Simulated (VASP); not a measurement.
The cell holds one Tl (hcp) (0 0 0 1) slab, with vacuum along c, ions free to move until forces fall under 0.03 eV/Å, no reconstruction beyond this cell, dipole correction on.

Consider the following.

```xyz
4
Lattice="3.4340 0.0000 0.0000 -1.7170 2.9740 0.0000 0.0000 0.0000 26.2900" Properties=species:S:1:pos:R:3 pbc="T T T"
Tl     1.7170     0.9913    11.8101
Tl     0.0000     1.9826     9.0625
Tl     1.7170     0.9913    17.2275
Tl     0.0000     1.9826    14.4799
```

The numbers are results of PBEsol GGA, VASP's PBE PAW potentials (set 64) (plane waves; VASP), not measurements. Run with 400 eV cut-off, 9×9×1 Γ-centred mesh, first-order Methfessel-Paxton smearing of 0.10 eV, potentials Tl_d.

Slab and bulk use different k-meshes, so the surface energy is good to a few per cent at best. Unless said otherwise, spin-orbit coupling is left out, though it shifts the bands of the heavy elements here.

Problem. Predict its surface energy, work function, band gap (on the k-mesh).

Solution. 
- surface energy: 22 meV/Å²
- work function: 3.50 eV
- band gap (on the k-mesh): none (metal, semimetal or under 0.01 eV)

The cell is a thin slab with vacuum, built from Tl (hcp): (001) face.
